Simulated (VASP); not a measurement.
Data:

```xyz
1
Lattice="-1.7566 1.7566 1.7566 1.7566 -1.7566 1.7566 1.7566 1.7566 -1.7566" Properties=species:S:1:pos:R:3 pbc="T T T"
Li     0.0000     0.0000     0.0000
```

These are revPBE GGA, VASP's PBE PAW potentials (set 64) (plane waves; VASP 6.6.1) values and carry that method's errors. Settings: 520 eV cut-off, 15×15×15 Γ-centred mesh, first-order Methfessel-Paxton smearing of 0.10 eV, potentials Li_sv.

What does the run give for the energy per atom (σ→0), band gap (on the k-mesh) with the smallest direct gap where there is one?

```json
{
 "band gap (on the k-mesh)": "none (metal, semimetal or under 0.01 eV)",
 "energy per atom (σ→0)": "-1.807 eV/atom"
}
```

The compound is Li in the bcc structure. This cell is one point of a volume scan, at 1.03 of the reference volume.
